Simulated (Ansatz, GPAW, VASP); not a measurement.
One structure in several programs: I (Cmce, 4 atoms in the cell)

Self-consistent single point.

```xyz
4
Lattice="2.3950 -3.6350 0.0000 2.3950 3.6350 0.0000 0.0000 0.0000 9.7900" Properties=species:S:1:pos:R:3 pbc="T T T"
I      4.0523     0.0000     8.6446
I      3.1327     0.0000     3.7496
I      1.6573     0.0000     6.0404
I      0.7377     0.0000     1.1454
```

Shared settings, as Ansatz (an electronic-structure program) writes them: kpoints.mp_grid.grid = 3 3 2; scf.occupations.method = fermi_dirac; scf.occupations.width = 0.02 eV. Potentials and cutoffs stand in the table.

```tsv
code	model	pressure (GPa)	largest force (eV/Å)	gap on the mesh (eV)	cutoff
GPAW	LDA (Perdew-Wang 92), GPAW PAW datasets LDA (gpaw-data 1.0.1)	-1.40	0.513	1.154	600 eV
VASP	LDA (PZ), VASP's LDA PAW potentials (set 64)	-1.63	0.383	1.183	300 eV
Ansatz	LDA (PW92), default PAW files made with PBE	-1.65	0.384	1.177	default
```

Gaps are read on the mesh.

On Ansatz's run: spin-orbit coupling is off.

The spread over the programs that give each value: pressure within 0.25 GPa; largest force within 0.130 eV/Å; gap on the mesh within 0.029 eV.

Ansatz's pressure is given at a fixed set of plane waves, as the other plane-wave codes print theirs; with its correction for the finite basis it is -1.62 GPa. The same LDA comes in different parametrisations, which differ slightly. In the force vectors, GPAW (by 0.130) lies more than 0.08 eV/Å from the median of the plane-wave programs.

VASP's run is marked for a possible Pulay error in its stress at this cutoff; no cutoff test was made.

The starting cell has typed, rounded lattice constants, without a prior relaxation at this level.

Left out of this page: ABINIT (with a known weakness of the program); CP2K, Elk, FLEUR and SIESTA (not drawn, or without a comparable value).

Keys are those of Ansatz 0.2.
